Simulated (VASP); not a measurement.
Input for VASP

KPOINTS:
```
Automatic
0
Gamma
 8 8 8
0 0 0
```

**INCAR**
```
ALGO = Normal
EDIFF = 1E-6
EDIFFG = -0.02
ENCUT = 500
GGA = PE
IBRION = 2
ISIF = 3
ISMEAR = 0
LASPH = .TRUE.
LCHARG = .FALSE.
LMAXMIX = 4
LREAL = .FALSE.
LWAVE = .FALSE.
NELM = 100
NSW = 40
PREC = Accurate
PSTRESS = 100
SIGMA = 0.05
SYSTEM = PbSe
```

POSCAR:
```
PbSe
1.0
  0.0000000000   3.0177910696   3.0177910696
  3.0177910696   0.0000000000   3.0177910696
  3.0177910696   3.0177910696   0.0000000000
Pb Se
1 1
Direct
  0.0000000000   0.0000000000   0.0000000000
  0.5000000000   0.5000000000   0.5000000000
```

POTCAR, in this order: Pb_d Se (PBE.64 set). Program: vasp_std.

Task: Translate this PBE calculation to Ansatz.

Result: One equivalent input (not run):
Ansatz 0.2 input:
```yaml
crystal:
  lattice:
    - [0.0000000, 3.0177911, 3.0177911]
    - [3.0177911, 0.0000000, 3.0177911]
    - [3.0177911, 3.0177911, 0.0000000]
  atoms:
    - { symbol: Pb, position: [0.0000000, 0.0000000, 0.0000000] }
    - { symbol: Se, position: [0.5000000, 0.5000000, 0.5000000] }
kpoints:
  mp_grid: { grid: [8, 8, 8] }
hamiltonian:
  xc: pbe
  pseudopotentials: { kind: paw }
scf:
  occupations: { method: gaussian, width: 0.05 }
  max_iter: 100
relax:
  max_steps: 40
  f_tol: 0.02
  cell: { p_target: 10 }
output: { forces: true, stress: true, eigenvalues: true }
```
What does not carry over: each code has its own PAW files, so the cut-off isn't converted (ENCUT is set for VASP's; basis.ecutwfc is left out, and Ansatz then takes the one that its files recommend); Ansatz stops its SCF on the density residual and VASP on the energy change (EDIFF).

The compound is PbSe in the rock salt structure. This run relaxes it under an external pressure of 10 GPa. Symmetry was kept, so distortions that lower it aren't found.
